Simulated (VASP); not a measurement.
# NiO: structure and properties in VASP, part 2 of 2

How well does PBE + D3(BJ) + U reproduce what experiment finds for NiO? The cell is relaxed first, and properties follow on it. The start is a cell from a database of measured crystal structures.

VASP 6.6.1, plane waves and PAW; the level of theory is named at each step.

Still holding for the runs below: The cell holds one magnetic atom, so no antiferromagnetic order fits into it. Experiment finds antiferromagnetic order in this phase (below 523 K, arxiv:1210.6675), so this ferromagnetic run describes another state. The valence top and the conduction bottom belong to opposite spins.

So far, gap on the k-mesh (eV): step 2 (full relaxation (PBE + D3(BJ) + U)) 1.89; step 5 (total and projected DOS (PBE + D3(BJ) + U)) 1.89. The relaxed cell has a = 4.182 Å (conventional setting).

## (7) Independent-particle dielectric function (PBE + D3(BJ) + U)

LOPTICS sums transitions from filled to empty bands. The mesh is finer than in the run before. NBANDS is raised for it.

INCAR reads:

```
SYSTEM = NiO
PREC = Accurate
ENCUT = 520
EDIFF = 1E-06
NELM = 100
ISMEAR = 0
SIGMA = 0.05
LREAL = .FALSE.
ALGO = Normal
GGA = PE
IVDW = 12
NBANDS = 24
ISPIN = 2
MAGMOM = 1.784 0.201
LDAU = .TRUE.
LDAUTYPE = 2
LDAUL = 2 -1
LDAUU = 5 0
LDAUJ = 0 0
LDAUPRINT = 1
LASPH = .TRUE.
LMAXMIX = 4
LORBIT = 11
LWAVE = .FALSE.
LCHARG = .FALSE.
KPAR = 2
LOPTICS = .TRUE.
NEDOS = 1500
CSHIFT = 0.1
```

POSCAR reads:

```
NiO
1.0
    0.0000000000      2.0908002819      2.0908002819
    2.0908002819      0.0000000000      2.0908002819
    2.0908002819      2.0908002819      0.0000000000
Ni O
1 1
Direct
    0.0000000000      0.0000000000      0.0000000000
    0.5000000000      0.5000000000      0.5000000000
```

KPOINTS reads:

```
Automatic mesh
0
Gamma
12 12 12
0 0 0
```

The projector-augmented-wave data sets are Ni and O (PBE family, release 64).

Command:

```bash
> mpirun -np 2 vasp_std
```

Elapsed: 52 s, on 2 MPI ranks of Intel Xeon Platinum 8375C at 2.90GHz (Ice Lake), shared host; peak memory 0.46 GiB.

These are independent-particle spectra without excitons or local fields, and fine structure depends on the mesh and on CSHIFT.

This step gave:

| Property | Result |
| --- | --- |
| bands | 24 |
| irreducible k-points | 72 |
| Fermi energy | 7.180 eV |
| pressure | -0.05095 GPa |

The imaginary dielectric function, xx has structure finer than the step of the table below, so its rows give means over 1 eV, whole bins alone (the curve runs from 0 to 25.0 eV). Peaks (eV: height): 3.6: 4.87, 4.9: 4.45, 5.5: 3.86, 7.0: 3.88, 8.4: 2.96, 11.0: 3.48, 14.1: 5.94.

The imaginary dielectric function, xx by photon energy; means over each step:

```
photon energy (eV)  imaginary dielectric function, xx
                 1                             0.0294
                 2                             0.0969
                 3                               1.58
                 4                               4.30
                 5                               3.83
                 6                               3.49
                 7                               3.62
                 8                               2.96
                 9                               2.10
                10                               2.87
                11                               2.88
                12                               2.72
                13                               3.06
                14                               4.89
                15                               3.88
                16                               2.69
                17                               2.30
                18                               2.10
                19                               1.86
                20                               1.33
                21                              0.782
                22                              0.674
                23                              0.580
                24                              0.508
```

Table of real dielectric function, xx by photon energy:

```
photon energy (eV)  real dielectric function, xx
                 0                          5.30
                 1                          5.43
                 2                          5.96
                 3                          8.24
                 4                          5.23
                 5                          3.28
                 6                          3.84
                 7                          3.05
                 8                          1.46
                 9                          2.75
                10                          2.72
                11                          2.10
                12                          1.83
                13                          2.72
                14                          2.92
                15                        -0.353
                16                        -0.109
                17                        -0.317
                18                        -0.233
                19                        -0.582
                20                        -0.944
                21                        -0.523
                22                        0.0264
                23                      -0.00452
                24                         0.107
```

## (8) Core-level energies (PBE + D3(BJ) + U)

ICORELEVEL = 1 prints the core eigenvalues in the potential of the ground state.

Changes to INCAR since step 7:

```diff
@@ -11,3 +11,3 @@
 IVDW = 12
-NBANDS = 24
+NBANDS = 15
 ISPIN = 2
@@ -26,4 +26,2 @@
 KPAR = 2
-LOPTICS = .TRUE.
-NEDOS = 1500
-CSHIFT = 0.1
+ICORELEVEL = 1
```

POSCAR is that of step 7.

KPOINTS reads:

```
Automatic mesh
0
Gamma
8 8 8
0 0 0
```

Command:

```bash
> mpirun -np 2 vasp_std
```

The job ended after 19 s (2 MPI ranks; peak memory 0.31 GiB; 37 s of CPU time).

These are scalar-relativistic Kohn-Sham levels of the ground state, with no core hole, so they are not binding energies.

Numbers from this step:

```
bands                                           : 15
irreducible k-points                            : 29
Fermi energy                                    : 7.186 eV
pressure                                        : -0.09224 GPa
least direct gap on the k-mesh, within one spin : 3.155 eV
```

Kohn-Sham core levels. Core levels, by row:

```
atom  shell  level below the valence-band top (eV)
 Ni1     1s                                   8204
 Ni1     2s                                  974.1
 Ni1     2p                                  836.9
 Ni1     3s                                  103.2
 Ni1     3p                                  63.58
  O2     1s                                    505
```

## (9) A single point (PBE + D3(BJ) + U), changed input

A single point gives energy, forces and stress at these settings. Some settings are moved from the usual, to see what they do.

Changes to INCAR since step 8:

```diff
@@ -7,3 +7,3 @@
 SIGMA = 0.05
-LREAL = .FALSE.
+LREAL = Auto
 ALGO = Normal
@@ -26,2 +26,2 @@
 KPAR = 2
-ICORELEVEL = 1
+ISIF = 2
```

POSCAR is that of step 8.

KPOINTS reads:

```
Automatic mesh
0
Gamma
2 2 2
0 0 0
```

Command:

```bash
> mpirun -np 2 vasp_std
```

Elapsed: 14 s, on 2 MPI ranks; peak memory 0.3 GiB.

The run converged; its settings lie outside those of the reference runs, so its numbers are set aside.

Against the sound run on this cell (core-level energies (PBE + D3(BJ) + U)) the energy at zero smearing moves by +411.2 meV an atom and the pressure by +3.48 GPa.

Settings moved from the usual: LREAL = Auto and k-mesh = 2×2×2.

The mesh holds 3 irreducible points against 29.

## (10) What came out

| Quantity | Value |
| --- | --- |
| relaxed volume | 9.140 Å³/atom |
| relaxed conventional cell a, b, c | 4.182, 4.182, 4.182 Å |
| space group after relaxing, within 0.02 Å | Fm-3m (No. 225) |
| moment of the cell (8×8×8 mesh) | 2 μB |
| largest site moment (8×8×8 mesh) | 1.78 μB on Ni1 |
| band gap | 1.89 eV, between opposite spins |
| gap among the points of the DOS mesh alone, an upper bound | 1.89 eV |
| highest zone-centre mode | 321 cm⁻¹ |
| strongest peak of ε2, mean over directions | 14.1 eV |
| ε1 at zero frequency, no local fields, mean | 5.30 |
| shallowest level of the frozen cores | Ni1 3p, 63.6 eV deep |

What this shows: With PBE + D3(BJ) + U, NiO relaxes to 9.140 Å³/atom in space group Fm-3m, has a gap of 1.89 eV between states of opposite spin and keeps moments of up to 1.78 μB (8×8×8 mesh). Against the listed cell the volume lies +0.7 %. Band structure (PBE + D3(BJ) + U), spin up: On this path the gap is indirect, 2.51 eV, with the valence top at L and the conduction bottom at Γ. The least direct gap is 4.18 eV. Band structure (PBE + D3(BJ) + U), spin down: The path shows an indirect gap of 3.04 eV (valence top between K and Γ, conduction bottom at Γ). The least direct gap is 3.15 eV. Zone-centre phonons (PBE + D3(BJ) + U): The highest mode in this list at Γ, 320.7 cm⁻¹, is mostly motion of O (79 % of the kinetic energy). Experiment finds a gap of 4 eV (arxiv:1805.05455); the computed 1.89 eV is not graded against it, since it lacks spin-orbit coupling or the sample's magnetic order. Semilocal functionals usually underestimate gaps. Only the typed magnetic starts were tried, so the magnetic ground state may differ and with it the other results. Only ferromagnetic starts were used, while the crystal orders antiferromagnetically, so what depends on the order belongs to another state. Modes at Γ alone can't show that the crystal is stable at other wave vectors, and the LO-TO splitting is not included. No search among competing phases was made, and a listed structure need not be the one stable at ambient conditions. All values are for a static lattice at zero temperature.

Comparison with the measured values:

| quantity | measured | PBE with D3(BJ), DFT+U |
| --- | --- | --- |
| lattice constant a (Å) | 4.176 | 4.182 (+0.1 %) |

Measured values from arxiv:1910.07810 (2019).

How well it matches: The lattice constant a is off by +0.1 %. The runs are ferromagnetic and the sample is antiferromagnetic, so the match is not graded. For lattice constants the calculation has a static lattice, without zero-point motion or thermal expansion.

[Lines on the potential files, build, host, timing and source positions are cut from VASP's logs without a mark.]

[Logs are printed without paths, hosts, clocks, repeated set-up lines and the standing remarks that a program may print on its own settings, such as how far it seeks lower states.]

[Hosts, paths, dates, database ids (printed as entryN), source tags and the programs' standing remarks are cut or masked in the printed files.]

[A measured line is paired with the nearest computed mode of its activity, which favours agreement.]
